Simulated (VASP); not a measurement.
# BePd, energy along a vibration (SMASS = -2): which settings are enough?

BePd, atoms displaced along the mode, 2 atoms in the cell. R2SCAN, energy along a line of displacements; PAW potentials Pd, Be (PBE set). VASP 6.6.1.

Wanted: harmonic frequency within 1 %.

Mode: optical mode at Gamma along x.

POSCAR of the starting run:
```
BePd
1.0
    2.8130000000      0.0000000000      0.0000000000
    0.0000000000      2.8130000000      0.0000000000
    0.0000000000      0.0000000000      2.8130000000
Pd Be
1 1
Direct
    0.4977796402      0.5000000000      0.5000000000
    0.0262190288      0.0000000000      0.0000000000

    0.0015614680   0.0000000000   0.0000000000
   -0.0184385320   0.0000000000   0.0000000000
```

The series start from k mesh: 7 × 7 × 7; Cutoff (eV): 330; Step along the mode (Å): 0.02; Electronic threshold (eV): 1e-7; Smearing width (eV): 0.15; Precision and projection: Accurate, reciprocal space. Each series keeps the choices made before it, and each single choice may use up half of a tolerance.

## k mesh

| k mesh | Harmonic frequency (THz) | Time (s) |
|---|---|---|
| 3 × 3 × 3 | 9.434 | 27 |
| 4 × 4 × 4 | 11.68 | 39 |
| 5 × 5 × 5 | 11.21 | 54 |
| 7 × 7 × 7 | 11.34 | 102 |
| 8 × 8 × 8 | 11.39 | 185 |
| 11 × 11 × 11 | 11.4 | 357 |
| 14 × 14 × 14 (reference) | 11.32 | 752 |

## Cutoff (eV)

| Cutoff (eV) | Harmonic frequency (THz) | Time (s) |
|---|---|---|
| 180 | 9.844 | 130 |
| 220 | 11.11 | 218 |
| 250 | 11.34 | 299 |
| 290 | 11.34 | 308 |
| 330 | 11.32 | 752 |
| 380 (reference) | 11.35 | 838 |

## Electronic threshold (eV)

| Electronic threshold (eV) | Harmonic frequency (THz) | Time (s) |
|---|---|---|
| 0.001 | 11.34 | 208 |
| 0.0001 | 11.34 | 231 |
| 1e-5 | 11.33 | 290 |
| 1e-6 | 11.33 | 332 |
| 1e-7 | 11.33 | 340 |
| 1e-8 (reference) | 11.33 | 420 |

## Question

The rows run from the loosest to the tightest. For each series: choose the loosest value from which every tighter one stays within half of the tolerance.

## Answer

- k mesh: 14 × 14 × 14, the tightest run, since the next looser one is off by more than half of the tolerance (convergence isn't shown beyond it)
- Cutoff (eV): 250
- Electronic threshold (eV): 0.001

Also changed on the way, by series that aren't shown: Step along the mode (Å): 0.08.

## All choices together

| Input | Harmonic frequency (THz) | Time (s) |
|---|---|---|
| defaults on a coarse mesh (naive) | 11.72 | 4.5 |
| chosen settings | 11.34 | 208 |
| reference settings throughout | 11.28 | 728 |

The chosen settings stay within the tolerance of the reference run, but the reference itself isn't shown to be converged in: k mesh, Smearing width (eV).

## The input

INCAR:
```
SYSTEM = BePd
  ALGO = Normal
  EDIFF = 0.001
  ENCUT = 250
  IBRION = 0
  ISMEAR = 1
  ISYM = 0
  KPAR = 2
  LASPH = .TRUE.
  LCHARG = .FALSE.
  LMIXTAU = .TRUE.
  LREAL = .FALSE.
  LWAVE = .FALSE.
  METAGGA = R2SCAN
  NELMIN = 4
  NSW = 9
  POTIM = 1
  PREC = Accurate
  SIGMA = 0.15
  SMASS = -2
```

KPOINTS:
```
Automatic mesh
0
Gamma
  14 14 14
  0 0 0
```

POSCAR:
```
BePd
1.0
    2.8130000000      0.0000000000      0.0000000000
    0.0000000000      2.8130000000      0.0000000000
    0.0000000000      0.0000000000      2.8130000000
Pd Be
1 1
Direct
    0.4911185609      0.5000000000      0.5000000000
    0.1048761151      0.0000000000      0.0000000000

    0.0062458721   0.0000000000   0.0000000000
   -0.0737541279   0.0000000000   0.0000000000
```

Commands:
```
cat potpaw_PBE.64/Pd/POTCAR potpaw_PBE.64/Be/POTCAR > POTCAR
mpirun -np 2 vasp_std > vasp.out
```

Limits: NELMIN = 4 forces that many electronic steps, so a loose EDIFF looks better here than it is.

The chosen input took VASP 6.6.1 208 s on 2 cores (Intel Xeon Platinum 8375C @ 2.90GHz (Ice Lake)), a shared host.

## An input that fails: POTIM multiplies the typed steps tenfold

It runs to its end, but against the unchanged starting input it is off by 504 % in the harmonic frequency.

Changes against the starting input:
```
- POTIM = 1
+ POTIM = 10
```
